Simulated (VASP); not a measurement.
Calculation: PBE GGA, VASP's PBE PAW potentials (set 64) (plane waves; VASP).

VASP input:

**INCAR**
```
! general
SYSTEM  = AgCl
PREC    = Accurate
ENCUT   = 200   ! plane-wave cut-off (eV)
LREAL   = .FALSE.   ! projection in real space or not
LASPH   = .TRUE.

! electronic loop
EDIFF   = 1E-6   ! SCF stop (eV)
NELM    = 100   ! most electronic steps
ALGO    = Normal
LMAXMIX = 4   ! l cut-off of mixed one-centre charges

! smearing
ISMEAR  = 0   ! Gaussian
SIGMA   = 0.05

! functional
GGA     = PE   ! PBE

! ions
ISIF    = 2   ! forces and stress, cell fixed

! output
LWAVE   = .FALSE.
LCHARG  = .FALSE.
```

KPOINTS:
```
Automatic mesh
0
Gamma
7 7 7
0 0 0
```

File POSCAR:
```
AgCl
1
    0.0000000000     2.8305000000     2.8305000000
    2.8305000000     0.0000000000     2.8305000000
    2.8305000000     2.8305000000     0.0000000000
Ag Cl
1 1
Direct
  0.0000000000   0.0000000000   0.0000000000
  0.5000000000   0.5000000000   0.5000000000
```

POTCAR, in this order: Ag Cl (PBE.64 set). Program: vasp_std.

At this cut-off the stress carries a Pulay error, which pulls relaxed volumes low.

Problem. What does the run give for the energy per atom (σ→0), pressure?

Solution. 
```yaml
energy per atom (σ→0): -2.613 eV/atom
pressure: -28.57 GPa
```

### OSZICAR
```
...
DAV:   6    -0.521769970384E+01    0.19973E+00   -0.53172E-01   569   0.957E+00    0.522E+00
DAV:   7    -0.522439573008E+01   -0.66960E-02   -0.87907E-02   520   0.248E+00    0.251E+00
DAV:   8    -0.522592337276E+01   -0.15276E-02   -0.95802E-03   525   0.131E+00    0.186E-01
DAV:   9    -0.522580823471E+01    0.11514E-03   -0.10318E-03   555   0.455E-01    0.537E-02
DAV:  10    -0.522587579036E+01   -0.67556E-04   -0.99253E-05   530   0.767E-02    0.230E-02
DAV:  11    -0.522588975935E+01   -0.13969E-04   -0.14125E-05   535   0.405E-02    0.470E-03
DAV:  12    -0.522589022761E+01   -0.46827E-06   -0.68600E-07   410   0.730E-03
   1 F= -.52258902E+01 E0= -.52258902E+01  d E =-.607806E-17
```

The compound is AgCl in the rock salt structure. The cell was not relaxed at this level. The run is one of a series of settings (ENCUT = 200 against the base run), some of them coarse on purpose.
